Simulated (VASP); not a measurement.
**Tm: the relaxed cell at several levels of theory**

Which functional gives which lattice for Tm? The starting structure is a measured crystal structure from the Crystallography Open Database.

Method: Kohn-Sham DFT with plane waves and PAW; PBEsol, r2SCAN, PBE and LDA, in VASP 6.6.1.

## Step 1: Starting point

The structure is hexagonal, space group P6_3/mmc (No. 194). The conventional cell has a = 3.543 Å, b = 3.543 Å, c = 5.571 Å, α = 90.00°, β = 90.00°, γ = 120.00°. Nearest to Tm lie 12 Tm at 3.46 to 3.54 Å.

## Step 2: Relaxation with PBEsol

PBEsol restores the gradient expansion of exchange and is tuned for the cells of solids. This run starts from the cell of an earlier relaxation, which isn't shown; the restart sets up the plane waves anew.

Input file INCAR:

```
SYSTEM = Tm
PREC = Accurate
ENCUT = 520
EDIFF = 1E-07
NELM = 100
ISMEAR = 1
SIGMA = 0.15
LREAL = .FALSE.
ALGO = Normal
GGA = PS
NBANDS = 16
ISPIN = 2
MAGMOM = 0 0
LASPH = .TRUE.
LMAXMIX = 6
LORBIT = 11
LWAVE = .FALSE.
LCHARG = .FALSE.
KPAR = 4
IBRION = 2
NSW = 50
ISIF = 3
EDIFFG = -0.005
```

Input file POSCAR:

```
Tm
1.0
    3.4994293499      0.0000000000      0.0000000000
   -1.7497146749      3.0305947157      0.0000000000
    0.0000000000      0.0000000000      5.4198529485
Tm
2
Direct
    0.6666666667      0.3333333333      0.7500000000
    0.3333333333      0.6666666667      0.2500000000
```

Input file KPOINTS:

```
Automatic mesh
0
Gamma
16 16 10
0 0 0
```

The projector-augmented-wave data sets are Tm_3 (PBE family, release 64).

The run is started by

```console
mpirun -np 4 vasp_std
```

The log of the run:

```text
[banner, memory and clock lines left out]
running    4 mpi-ranks, on    1 nodes
 distrk:  each k-point on    1 cores,    4 groups
 distr:  one band on    1 cores,    1 groups

 POSCAR found type information on POSCAR Tm
 POSCAR found :  1 types and       2 ions
|                                                                             |
|               ----> ADVICE to this user running VASP <----                  |
|                                                                             |
|     You enforced a specific xc type in the INCAR file but a different       |
|     [... a line on the potential file left out ...]
|     I HOPE YOU KNOW WHAT YOU ARE DOING!                                     |
|                                                                             |

 LDA part: xc-table for (Slater+PW92), standard interpolation
 POSCAR, INCAR and KPOINTS ok, starting setup
 FFT: planning ... GRIDC
 FFT: planning ... GRID_SOFT
 FFT: planning ... GRID
 WAVECAR not read
 entering main loop
       N       E                     dE             d eps       ncg     rms          rms(c)
DAV:   1     0.646845856267E+02    0.64685E+02   -0.81011E+03 11616   0.107E+03
DAV:   2    -0.596924608379E+01   -0.70654E+02   -0.68935E+02 11608   0.337E+02
DAV:   3    -0.972808103388E+01   -0.37588E+01   -0.35732E+01 19456   0.508E+01
DAV:   4    -0.978396960026E+01   -0.55889E-01   -0.55809E-01 15544   0.599E+00
DAV:   5    -0.978513761345E+01   -0.11680E-02   -0.11676E-02 17736   0.737E-01    0.246E+01
DAV:   6    -0.978404102264E+01    0.10966E-02   -0.29921E-02 18400   0.164E+00    0.146E+01
DAV:   7    -0.979775425276E+01   -0.13713E-01   -0.53667E-02 18864   0.216E+00    0.362E-01
DAV:   8    -0.979738810913E+01    0.36614E-03   -0.30128E-03 15640   0.433E-01    0.707E-02
DAV:   9    -0.979739300221E+01   -0.48931E-05   -0.24478E-04 19128   0.138E-01    0.275E-02
DAV:  10    -0.979738896512E+01    0.40371E-05   -0.91969E-06 16480   0.230E-02    0.121E-02
DAV:  11    -0.979738843490E+01    0.53022E-06   -0.12344E-06 18720   0.102E-02    0.128E-02
DAV:  12    -0.979738852547E+01   -0.90567E-07   -0.31483E-07 13656   0.420E-03
   1 F= -.97973885E+01 E0= -.97974358E+01  d E =-.979739E+01  mag=    -0.0000
 curvature:   0.00 expect dE= 0.000E+00 dE for cont linesearch  0.000E+00
 trial: gam= 0.00000 g(F)=  0.117E-49 g(S)=  0.312E-05 ort = 0.000E+00 (trialstep = 0.100E+01)
 search vector abs. value=  0.312E-05
 reached required accuracy - stopping structural energy minimisation
```

The job ended after 38 s (4 MPI ranks of AMD EPYC 9R45, shared host; peak memory 1.4 GiB; 2.5 min of CPU time).

Lines that name or quote the potential files are left out of all logs, and their timing lines are given in words.

From OUTCAR (step 2):

```text
ion  position               nearest neighbor table
   1  0.667  0.333  0.750-   2 3.38   2 3.38   2 3.38   2 3.38   2 3.38   2 3.38
   2  0.333  0.667  0.250-   1 3.38   1 3.38   1 3.38   1 3.38   1 3.38   1 3.38

  LATTYP: Found a hexagonal cell.
 ALAT       =     3.4994293499
 C/A-ratio  =     1.5487819317

 Subroutine GETGRP returns: Found 24 space group operations
 (whereof 12 operations were pure point group operations)

The static configuration has the point symmetry D_3d.
 The point group associated with its full space group is D_6h.

 Found    180 irreducible k-points:

   k-points           NKPTS =    180   k-points in BZ     NKDIM =    180   number of bands    NBANDS=     16

   dimension x,y,z NGX =    28 NGY =   28 NGZ =   40
   dimension x,y,z NGXF=    56 NGYF=   56 NGZF=   80

   ENCUT  =  520.0 eV  38.22 Ry    6.18 a.u.   6.51  6.51 10.08*2*pi/ulx,y,z

   NELECT =      18.0000    total number of electrons

 k-points in reciprocal lattice and weights: Automatic mesh
   0.00000000  0.00000000  0.00000000       0.000
   0.06250000 -0.00000000  0.00000000       0.002
   0.12500000 -0.00000000  0.00000000       0.002
   0.18750000  0.00000000  0.00000000       0.002
   0.25000000 -0.00000000  0.00000000       0.002
   0.31250000 -0.00000000  0.00000000       0.002
   0.37500000  0.00000000  0.00000000       0.002
   0.43750000  0.00000000  0.00000000       0.002
   0.50000000 -0.00000000  0.00000000       0.001
[...]
0.37500000  0.25000000  0.50000000       0.002
   0.31250000  0.31250000  0.50000000       0.002

 average (electrostatic) potential at core
       1 -33.1466       2 -33.1466

 E-fermi :   2.9719

 spin component 1
 k-point     1 :       0.0000    0.0000    0.0000
  band No.  band energies     occupation
    ...
      4     -21.9176      1.00000
      5     -21.9176      1.00000
      6     -21.8649      1.00000
      7      -2.8156      1.00000
      8       0.5995      1.00000
      9       4.1531     -0.00000
     10       5.0209     -0.00000
     11       5.0209     -0.00000
     12       5.5455     -0.00000
     13       5.8102     -0.00000
    ...

 k-point     2 :       0.0625   -0.0000    0.0000
  band No.  band energies     occupation
    ...
      4     -21.9351      1.00000
      5     -21.9195      1.00000
      6     -21.8691      1.00000
      7      -2.7173      1.00000
      8       0.6965      1.00000
      9       4.0477     -0.00000
     10       4.7470     -0.00000
     11       5.1140     -0.00000
     12       5.6753     -0.00000
     13       5.7590     -0.00000
    ...

 k-point     3 :       0.1250   -0.0000    0.0000
  band No.  band energies     occupation
    ...
      4     -21.9842      1.00000
      5     -21.9254      1.00000
      6     -21.8818      1.00000
      7      -2.4296      1.00000
      8       0.9726      1.00000
      9       3.7614     -0.00000
     10       4.2655     -0.00000
     11       5.3574     -0.00000
     12       5.3910     -0.00000
     13       5.8245     -0.00000
    ...

 k-point     4 :       0.1875    0.0000    0.0000
  band No.  band energies     occupation
    ...
      4     -22.0557      1.00000
      5     -21.9348      1.00000
      6     -21.9028      1.00000
      7      -1.9742      1.00000
      8       1.3724      1.00000
      9       3.3684     -0.00060
     10       3.7728     -0.00000
     11       4.9786     -0.00000
     12       5.5044     -0.00000
     13       5.5991     -0.00000
    ...

 k-point     5 :       0.2500   -0.0000    0.0000
  band No.  band energies     occupation
    ...
      5     -21.9467      1.00000
      6     -21.9318      1.00000
      7      -1.3876      1.00000
      8       1.7624      1.00000
      9       2.9510      0.61644
     10       3.3751     -0.00048
     11       4.6977     -0.00000
     12       5.2249     -0.00000
     13       5.2884     -0.00000
     14       6.4611      0.00000
    ...

 k-point     6 :       0.3125   -0.0000    0.0000
  band No.  band energies     occupation
    ...
      5     -21.9676      1.00000
      6     -21.9592      1.00000
      7      -0.7235      1.00000
      8       1.9213      1.00000
      9       2.5738      1.00057
     10       3.1438     -0.03440
     11       4.6929     -0.00000
     12       5.0010     -0.00000
     13       5.0212     -0.00000
     14       7.2191      0.00000
    ...

  Total        0.0063891      0.0063891      0.0068933      0.0000000      0.0000000      0.0000000
  in kB        0.1780905      0.1780905      0.1921434      0.0000000      0.0000000      0.0000000
  external PRESSURE =       0.1827748 kB  Pullay stress =       0.0000000 kB

  energy-cutoff  :      520.00
  volume of cell :       57.48
      direct lattice vectors                 reciprocal lattice vectors
     3.499429350  0.000000000  0.000000000     0.285760877  0.164984119  0.000000000
    -1.749714675  3.030594716  0.000000000     0.000000000  0.329968239  0.000000000
     0.000000000  0.000000000  5.419852948     0.000000000  0.000000000  0.184506851

 POSITION                                       TOTAL-FORCE (eV/Angst)
 -----------------------------------------------------------------------------------
      1.74971      1.01020      4.06489         0.000000      0.000000      0.000000
     -0.00000      2.02040      1.35496         0.000000     -0.000000      0.000000
 -----------------------------------------------------------------------------------
    total drift:                               -0.000000      0.000000     -0.000000

  FREE ENERGIE OF THE ION-ELECTRON SYSTEM (eV)
  ---------------------------------------------------
  free  energy   TOTEN  =        -9.7973885255 eV

  energy  without entropy=       -9.7975303610  energy(sigma->0) =       -9.79743580

 reached required accuracy - stopping structural energy minimisation

 total charge
# of ion       s       p       d       tot
------------------------------------------
    1        0.568   6.602   1.127   8.296
    2        0.568   6.602   1.127   8.296
--------------------------------------------------
tot          1.135  13.204   2.253  16.592

 magnetization (x)
# of ion       s       p       d       tot
------------------------------------------
    1       -0.000  -0.000  -0.000  -0.000
    2       -0.000  -0.000  -0.000  -0.000
--------------------------------------------------
tot         -0.000  -0.000  -0.000  -0.000

[... 2 further parts left out ...]
```

The data set Tm_3 holds the 4f electrons frozen in the core, so no f bands or f moments appear. The PAW data sets were made with PBE, which is usual practice but a small mismatch for other functionals. The run keeps the 24 symmetry operations of its start, so it cannot find a distortion of lower symmetry.

With PBEsol the relaxed cell holds 28.740 Å³ an atom, -5.07 % against the measured cell, with a = 3.499 Å and c = 5.420 Å.

## Step 3: Relaxation with r2SCAN

r2SCAN adds the kinetic-energy density, costs more than a GGA and is run with LASPH. This run starts from the cell of an earlier relaxation, which isn't shown; the restart sets up the plane waves anew.

INCAR: that of step 2 with these lines changed.

```diff
@@ -9,3 +9,4 @@
 ALGO = Normal
-GGA = PS
+METAGGA = R2SCAN
+LASPH = .TRUE.
 NBANDS = 16
@@ -13,3 +14,2 @@
 MAGMOM = 0 0
-LASPH = .TRUE.
 LMAXMIX = 6
```

Input file POSCAR:

```
Tm
1.0
    3.5635490141      0.0000000000      0.0000000000
   -1.7817745070      3.0861239738      0.0000000000
    0.0000000000      0.0000000000      5.5104443247
Tm
2
Direct
    0.6666666667      0.3333333333      0.7500000000
    0.3333333333      0.6666666667      0.2500000000
```

KPOINTS is that of step 2.

The run is started by

```console
mpirun -np 4 vasp_std
```

The log of the run:

```text
[banner, memory and clock lines left out]
running    4 mpi-ranks, on    1 nodes
[...]
[... a notice as in an earlier step ...]

 LDA part: xc-table for (None), standard interpolation
 POSCAR, INCAR and KPOINTS ok, starting setup
[...]
entering main loop
       N       E                     dE             d eps       ncg     rms          rms(c)
DAV:   1     0.344324240030E+01    0.34432E+01   -0.85116E+03 11568   0.111E+03
DAV:   2    -0.679840888166E+02   -0.71427E+02   -0.69807E+02 11584   0.341E+02
DAV:   3    -0.717583598227E+02   -0.37743E+01   -0.35784E+01 18728   0.514E+01
DAV:   4    -0.718323719702E+02   -0.74012E-01   -0.73889E-01 15336   0.741E+00
[...]
DAV:  13    -0.702334622876E+02   -0.50581E-06   -0.42150E-08  9352   0.267E-03    0.147E-03
DAV:  14    -0.702334630983E+02   -0.81069E-06   -0.16539E-08  8400   0.152E-03    0.901E-04
DAV:  15    -0.702334631336E+02   -0.35277E-07   -0.37346E-09  8496   0.974E-04
   1 F= -.70233463E+02 E0= -.70233141E+02  d E =-.702335E+02  mag=     0.0001
[...]
reached required accuracy - stopping structural energy minimisation
```

Elapsed: 3.1 min, on 4 MPI ranks; peak memory 1.5 GiB; 12 min of CPU time.

From OUTCAR (step 3):

```text
  Total        0.0000289      0.0000289     -0.0004532      0.0000000     -0.0000000      0.0000000
  in kB        0.0007640      0.0007640     -0.0119805      0.0000000     -0.0000000      0.0000000
  external PRESSURE =      -0.0034842 kB  Pullay stress =       0.0000000 kB

 POSITION                                       TOTAL-FORCE (eV/Angst)
 -----------------------------------------------------------------------------------
      1.78177      1.02871      4.13283        -0.000000     -0.000000      0.000000
     -0.00000      2.05742      1.37761         0.000000      0.000000      0.000000
 -----------------------------------------------------------------------------------
    total drift:                               -0.000000      0.000000     -0.000000

  FREE ENERGIE OF THE ION-ELECTRON SYSTEM (eV)
  ---------------------------------------------------
  free  energy   TOTEN  =       -70.2334631336 eV

  energy  without entropy=      -70.2324974689  energy(sigma->0) =      -70.23314125

 magnetization (x)
# of ion       s       p       d       tot
------------------------------------------
    1        0.000   0.000   0.000   0.000
    2        0.000   0.000   0.000   0.000
--------------------------------------------------
tot          0.000   0.000   0.000   0.000

[... 2 parts as in an earlier step ...]

[... 2 further parts left out ...]
[key lines of the parts left out:]
E-fermi :   2.7946
```

With r2SCAN the relaxed cell holds 30.301 Å³ an atom, +0.09 % against the measured cell, with a = 3.564 Å and c = 5.510 Å. That is +5.43 % from PBEsol.

[end of part 1 of 2]

[Lines on the potential files, build, host, timing and source positions are cut from VASP's logs without a mark.]

[Logs are printed without paths, hosts, clocks, repeated set-up lines and the standing remarks that a program may print on its own settings, such as how far it seeks lower states.]

[Hosts, paths, dates, database ids (printed as entryN), source tags and the programs' standing remarks are cut or masked in the printed files.]
